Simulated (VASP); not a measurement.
Crystal: GaN.

```
Ga N
1.0
     0.00000    2.25350    2.25350
     2.25350    0.00000    2.25350
     2.25350    2.25350    0.00000
Ga N
1 1
Cartesian
  0.0000 0.0000 0.0000
  3.3803 3.3803 3.3803
```

The cell is a database's computed one.

```yaml
Program: VASP 6.6.1
Task: relaxation of cell and atoms
Functional: PBE
Potentials_or_basis: VASP PAW PBE potentials, release 64 (Ga_d, N)
Cutoff: 600 eV
k_mesh: 10 × 10 × 10
Occupations: gaussian, width 0.03 eV
Spin: no spin polarisation
```

At the start: pressure 4.9 GPa; volume 11.44 Å³/atom.

**Question.** Where does the relaxation end?

**Answer.** Over 3 steps the energy falls by 4.7 meV/atom and the volume is 11.76 Å³/atom (+2.8 %); space group F-43m (No. 216, to 0.05 Å).

The path:
| step | energy change (eV) | largest force (eV/Å) | pressure (GPa) | volume (Å³) |
| --- | --- | --- | --- | --- |
| 1 | 0.0000 | 0.0000 | 4.92 | 22.89 |
| 2 | -0.0029 | 0.0000 | -3.73 | 24.07 |
| 3 | -0.0095 | 0.0000 | -0.08 | 23.52 |

Final structure:
```
Ga N
1.0
     0.00000    2.27410    2.27410
     2.27410    0.00000    2.27410
     2.27410    2.27410    0.00000
Ga N
1 1
Direct
  0.00000 0.00000 0.00000
  0.75000 0.75000 0.75000
```
